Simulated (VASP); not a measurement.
OSZICAR of a VASP run on Na (bcc):

**OSZICAR**
```
       N       E                     dE             d eps       ncg     rms          rms(c)
DAV:   1     0.192290772895E+02    0.19229E+02   -0.40189E+03  1008   0.854E+02
DAV:   2    -0.919763023433E+00   -0.20149E+02   -0.20149E+02  1050   0.137E+02
DAV:   3    -0.129325661842E+01   -0.37349E+00   -0.37349E+00  1386   0.267E+01
DAV:   4    -0.129552421623E+01   -0.22676E-02   -0.22676E-02  1176   0.174E+00
DAV:   5    -0.129556032380E+01   -0.36108E-04   -0.36108E-04  1337   0.198E-01    0.207E-01
DAV:   6    -0.129592318818E+01   -0.36286E-03   -0.40697E-04  1092   0.216E-01    0.139E-01
DAV:   7    -0.129637300165E+01   -0.44981E-03   -0.14954E-03  1085   0.405E-01    0.746E-03
DAV:   8    -0.129637988033E+01   -0.68787E-05   -0.12108E-05  1218   0.481E-02    0.221E-03
DAV:   9    -0.129638052623E+01   -0.64590E-06   -0.75147E-07  1085   0.859E-03    0.592E-04
DAV:  10    -0.129638048416E+01    0.42074E-07   -0.72276E-08   840   0.568E-03
   1 F= -.12963805E+01 E0= -.12961274E+01  d E =-.759351E-03
```

### Question
Which electronic solver shows in the log?

### Answer
It is blocked Davidson (ALGO = Normal, or the opening steps of other solvers). The INCAR had ALGO = Normal.

### Question
Can the final energy be trusted as converged?

### Answer
Self-consistency was reached. It stopped with EDIFF = 1E-7, NELM = 100 (PW91 GGA, plane waves, VASP's PBE PAW potentials (set 64)).

The compound is Na in the bcc structure. This cell is one point of a volume scan, at 0.94 of the reference volume.
